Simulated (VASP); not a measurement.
Level of theory: PBE GGA, VASP's PBE PAW potentials (set 64) (plane waves; VASP 6.6.1).

The input files of a VASP run:

### INCAR
```
# general
SYSTEM  = Si2Mo
PREC    = Accurate
ENCUT   = 420   # plane-wave cut-off (eV)
LREAL   = .FALSE.   # projection in real space or not
LASPH   = .TRUE.

# electronic loop
EDIFF   = 1E-09
NELM    = 100   # most electronic steps
ALGO    = Normal
LMAXMIX = 4

# smearing
ISMEAR  = 0   # Gaussian
SIGMA   = 0.2   # width (eV)

# functional
GGA     = PE

# ions
IBRION  = 2
NSW     = 50   # most ionic steps
ISIF    = 3   # ions, shape and volume
EDIFFG  = -0.005   # ionic stop

# output
LWAVE   = .FALSE.
LCHARG  = .FALSE.
```

POSCAR:
```
Si2Mo
1
   -1.6335320000     1.6335320000     3.9846940000
    1.6335320000    -1.6335320000     3.9846940000
    1.6335320000     1.6335320000    -3.9846940000
Si Mo
2 1
Direct
  0.6645700000   0.6645700000   0.0000000000
  0.3354300000   0.3354300000   0.0000000000
  0.0000000000   0.0000000000   0.0000000000
```

**KPOINTS**
```
Automatic mesh
0
Gamma
23 23 23
0 0 0
```

POTCAR, in this order: Si Mo_sv (PBE.64 set). Program: vasp_std.

The run wrote:

### OSZICAR
```
...
DAV:   6    -0.232646043664E+02   -0.16150E-03   -0.11678E-03 31776   0.214E-01    0.531E-02
DAV:   7    -0.232646038239E+02    0.54253E-06   -0.28688E-05 35760   0.387E-02    0.113E-02
DAV:   8    -0.232646043066E+02   -0.48268E-06   -0.43037E-06 34016   0.145E-02    0.557E-03
DAV:   9    -0.232646039353E+02    0.37126E-06   -0.30405E-07 33407   0.398E-03    0.204E-03
DAV:  10    -0.232646043059E+02   -0.37058E-06   -0.30659E-08 35031   0.107E-03    0.914E-04
DAV:  11    -0.232646044131E+02   -0.10721E-06   -0.22230E-09 21374   0.442E-04    0.197E-04
DAV:  12    -0.232646043969E+02    0.16152E-07   -0.25567E-10 15475   0.119E-04    0.514E-05
DAV:  13    -0.232646043946E+02    0.23001E-08   -0.31118E-11 14712   0.438E-05    0.213E-05
DAV:  14    -0.232646043953E+02   -0.63028E-09   -0.12103E-11 14628   0.204E-05
   3 F= -.23264604E+02 E0= -.23262098E+02  d E =-.466546E-01
       N       E                     dE             d eps       ncg     rms          rms(c)
DAV:   1    -0.232647977496E+02   -0.19335E-03   -0.40917E-03 31755   0.710E-01    0.159E-01
DAV:   2    -0.232646458236E+02    0.15193E-03   -0.16288E-03 31202   0.307E-01    0.412E-02
DAV:   3    -0.232646177929E+02    0.28031E-04   -0.15332E-04 30574   0.735E-02    0.123E-02
DAV:   4    -0.232646161352E+02    0.16576E-05   -0.11099E-05 31937   0.321E-02    0.816E-03
DAV:   5    -0.232646170584E+02   -0.92312E-06   -0.70221E-07 36616   0.795E-03    0.511E-03
DAV:   6    -0.232646175768E+02   -0.51846E-06   -0.26968E-07 32736   0.285E-03    0.400E-04
DAV:   7    -0.232646176160E+02   -0.39133E-07   -0.62956E-09 33316   0.563E-04    0.175E-04
DAV:   8    -0.232646175982E+02    0.17766E-07   -0.27414E-10 16546   0.105E-04    0.559E-05
DAV:   9    -0.232646175962E+02    0.19490E-08   -0.38547E-11 14670   0.465E-05    0.277E-05
DAV:  10    -0.232646175958E+02    0.44247E-09   -0.51424E-12 14502   0.188E-05
   4 F= -.23264618E+02 E0= -.23262115E+02  d E =-.466678E-01
       N       E                     dE             d eps       ncg     rms          rms(c)
DAV:   1    -0.232673397125E+02   -0.27221E-02   -0.89528E-02 29774   0.292E+00    0.275E-01
DAV:   2    -0.232655929670E+02    0.17467E-02   -0.30539E-03 35766   0.466E-01    0.130E-01
DAV:   3    -0.232651247300E+02    0.46824E-03   -0.13228E-03 36060   0.292E-01    0.330E-02
DAV:   4    -0.232651221027E+02    0.26272E-05   -0.79099E-05 31398   0.620E-02    0.226E-02
DAV:   5    -0.232651214464E+02    0.65635E-06   -0.46013E-06 35234   0.152E-02    0.938E-03
DAV:   6    -0.232651217961E+02   -0.34976E-06   -0.57423E-07 34429   0.555E-03    0.185E-03
DAV:   7    -0.232651218555E+02   -0.59392E-07   -0.47978E-08 34135   0.188E-03    0.273E-04
DAV:   8    -0.232651218701E+02   -0.14577E-07   -0.25147E-09 25294   0.372E-04    0.866E-05
DAV:   9    -0.232651218695E+02    0.61254E-09   -0.27430E-10 15727   0.145E-04
   5 F= -.23265122E+02 E0= -.23262539E+02  d E =-.504274E-03
       N       E                     dE             d eps       ncg     rms          rms(c)
DAV:   1    -0.232652142779E+02   -0.92408E-04   -0.27711E-03 29823   0.514E-01    0.485E-02
DAV:   2    -0.232651609142E+02    0.53364E-04   -0.95043E-05 35724   0.824E-02    0.229E-02
DAV:   3    -0.232651463748E+02    0.14539E-04   -0.40281E-05 36067   0.508E-02    0.570E-03
DAV:   4    -0.232651461267E+02    0.24807E-06   -0.25502E-06 31720   0.112E-02    0.409E-03
DAV:   5    -0.232651459680E+02    0.15873E-06   -0.14866E-07 35010   0.274E-03    0.166E-03
DAV:   6    -0.232651458933E+02    0.74735E-07   -0.18942E-08 34779   0.994E-04    0.325E-04
DAV:   7    -0.232651458789E+02    0.14337E-07   -0.14543E-09 18664   0.330E-04    0.507E-05
DAV:   8    -0.232651458764E+02    0.25179E-08   -0.12301E-10 14901   0.101E-04    0.172E-05
DAV:   9    -0.232651458772E+02   -0.79535E-09   -0.13323E-11 14432   0.325E-05
   6 F= -.23265146E+02 E0= -.23262578E+02  d E =-.528281E-03
       N       E                     dE             d eps       ncg     rms          rms(c)
DAV:   1    -0.232652224787E+02   -0.76602E-04   -0.24742E-03 32714   0.452E-01    0.674E-02
DAV:   2    -0.232651877189E+02    0.34760E-04   -0.16812E-04 34877   0.108E-01    0.155E-02
DAV:   3    -0.232651802786E+02    0.74403E-05   -0.22195E-05 34423   0.303E-02    0.886E-03
DAV:   4    -0.232651785467E+02    0.17319E-05   -0.57857E-06 35423   0.208E-02    0.411E-03
DAV:   5    -0.232651782339E+02    0.31282E-06   -0.21148E-07 31881   0.348E-03    0.208E-03
DAV:   6    -0.232651780346E+02    0.19932E-06   -0.41287E-08 35402   0.129E-03    0.402E-04
DAV:   7    -0.232651780054E+02    0.29195E-07   -0.19205E-09 21589   0.310E-04    0.115E-04
DAV:   8    -0.232651779969E+02    0.84683E-08   -0.29998E-10 14978   0.128E-04    0.239E-05
DAV:   9    -0.232651779967E+02    0.22601E-09   -0.38627E-11 14572   0.495E-05
   7 F= -.23265178E+02 E0= -.23262603E+02  d E =-.321195E-04
       N       E                     dE             d eps       ncg     rms          rms(c)
DAV:   1    -0.232651784891E+02   -0.49219E-06   -0.18112E-05 32721   0.386E-02    0.577E-03
DAV:   2    -0.232651782770E+02    0.21209E-06   -0.12336E-06 34912   0.928E-03    0.133E-03
DAV:   3    -0.232651781992E+02    0.77830E-07   -0.16251E-07 34458   0.259E-03    0.757E-04
DAV:   4    -0.232651781625E+02    0.36662E-07   -0.42365E-08 35416   0.178E-03    0.353E-04
DAV:   5    -0.232651781367E+02    0.25770E-07   -0.15181E-09 23976   0.298E-04    0.177E-04
DAV:   6    -0.232651781202E+02    0.16568E-07   -0.30247E-10 14621   0.122E-04    0.363E-05
DAV:   7    -0.232651781179E+02    0.22969E-08   -0.28230E-11 14383   0.454E-05    0.926E-06
DAV:   8    -0.232651781177E+02    0.12551E-09   -0.39611E-12 14299   0.167E-05
   8 F= -.23265178E+02 E0= -.23262602E+02  d E =-.322405E-04
       N       E                     dE             d eps       ncg     rms          rms(c)
DAV:   1    -0.232652469765E+02   -0.68859E-04   -0.15699E-03 32686   0.434E-01    0.941E-02
DAV:   2    -0.232651890392E+02    0.57937E-04   -0.63396E-04 31433   0.189E-01    0.262E-02
DAV:   3    -0.232651783176E+02    0.10722E-04   -0.58635E-05 30886   0.457E-02    0.786E-03
DAV:   4    -0.232651778284E+02    0.48925E-06   -0.43332E-06 32763   0.196E-02    0.489E-03
DAV:   5    -0.232651783185E+02   -0.49013E-06   -0.23055E-07 36863   0.446E-03    0.316E-03
DAV:   6    -0.232651786388E+02   -0.32031E-06   -0.86963E-08 33135   0.163E-03    0.152E-04
DAV:   7    -0.232651786495E+02   -0.10697E-07   -0.16989E-09 29037   0.299E-04    0.800E-05
DAV:   8    -0.232651786440E+02    0.54624E-08   -0.57604E-11 15328   0.550E-05    0.305E-05
DAV:   9    -0.232651786419E+02    0.20859E-08   -0.10832E-11 14383   0.238E-05    0.123E-05
DAV:  10    -0.232651786399E+02    0.20391E-08   -0.17207E-12 14292   0.918E-06    0.437E-06
DAV:  11    -0.232651786415E+02   -0.16430E-08   -0.77831E-13 14208   0.409E-06    0.162E-06
DAV:  12    -0.232651786412E+02    0.33197E-09    0.80858E-13 14278   0.246E-06
   9 F= -.23265179E+02 E0= -.23262604E+02  d E =-.523469E-06
       N       E                     dE             d eps       ncg     rms          rms(c)
DAV:   1    -0.232651940827E+02   -0.15441E-04   -0.30383E-04 32728   0.191E-01    0.413E-02
DAV:   2    -0.232651833775E+02    0.10705E-04   -0.12306E-04 31447   0.834E-02    0.115E-02
DAV:   3    -0.232651810215E+02    0.23560E-05   -0.11410E-05 30865   0.202E-02    0.345E-03
DAV:   4    -0.232651806016E+02    0.41989E-06   -0.84061E-07 32742   0.863E-03    0.214E-03
DAV:   5    -0.232651804147E+02    0.18689E-06   -0.45283E-08 36958   0.197E-03    0.139E-03
DAV:   6    -0.232651802726E+02    0.14211E-06   -0.17003E-08 33106   0.722E-04    0.681E-05
DAV:   7    -0.232651802679E+02    0.47698E-08   -0.31433E-10 15559   0.132E-04    0.333E-05
DAV:   8    -0.232651802712E+02   -0.32928E-08   -0.29391E-11 14460   0.442E-05    0.120E-05
DAV:   9    -0.232651802704E+02    0.74851E-09   -0.44266E-12 14215   0.177E-05
  10 F= -.23265180E+02 E0= -.23262605E+02  d E =-.215266E-05
```

OUTCAR:
```
------------------------ aborting loop because EDIFF is reached ----------------------------------------
  FORCE on cell =-STRESS in cart. coord.  units (eV):
  Direction    XX          YY          ZZ          XY          YZ          ZX
  --------------------------------------------------------------------------------------
  Total        0.0006568      0.0006568      0.0041684      0.0000000     -0.0000000     -0.0000000
  in kB        0.0258310      0.0258310      0.1639484      0.0000000     -0.0000000     -0.0000000
  external PRESSURE =       0.0718701 kB  Pullay stress =       0.0000000 kB
  volume of cell :       40.74
      direct lattice vectors                 reciprocal lattice vectors
    -1.608466568  1.608466568  3.936318931     0.000000000  0.310855078  0.127022228
     1.608466568 -1.608466568  3.936318931     0.310855078  0.000000000  0.127022228
     1.608466568  1.608466568 -3.936318931     0.310855078  0.310855078  0.000000000
 POSITION                                       TOTAL-FORCE (eV/Angst)
 -----------------------------------------------------------------------------------
      0.00000      0.00000      5.23476         0.000000      0.000000      0.000009
      0.00000      0.00000      2.63788        -0.000000     -0.000000     -0.000009
      0.00000     -0.00000      0.00000         0.000000     -0.000000      0.000000
 -----------------------------------------------------------------------------------
    total drift:                                0.000000     -0.000000      0.000000
  FREE ENERGIE OF THE ION-ELECTRON SYSTEM (eV)
  ---------------------------------------------------
  free  energy   TOTEN  =       -23.2651802704 eV

  energy  without entropy=      -23.2600304492  energy(sigma->0) =      -23.26260536

 reached required accuracy - stopping structural energy minimisation
```
(Selected blocks of OUTCAR.)

### CONTCAR
```
Si2Mo
   1.00000000000000
    -1.6084665681265620    1.6084665681265620    3.9363189307829165
     1.6084665681265620   -1.6084665681265620    3.9363189307829165
     1.6084665681265620    1.6084665681265620   -3.9363189307829165
  Si              Mo
     2     1
Direct
     0.6649308219866340    0.6649308219866340    0.0000000000000000
     0.3350691780133660    0.3350691780133660    0.0000000000000000
     0.0000000000000000    0.0000000000000000    0.0000000000000000
```

Energy and stress use the plane-wave basis of the starting cell.

The structure comes from a computed database's Si2Mo entry; how it stands against other phases isn't given here. This run relaxes it. Symmetry was kept, so distortions that lower it aren't found. The run is one of a series of settings (EDIFF = 1E-09, EDIFFG = -0.005, ENCUT = 420, IBRION = 2, ISIF = 3, NSW = 50, KPOINTS 23×23×23 Γ-centred mesh against the base run), some of them coarse on purpose.
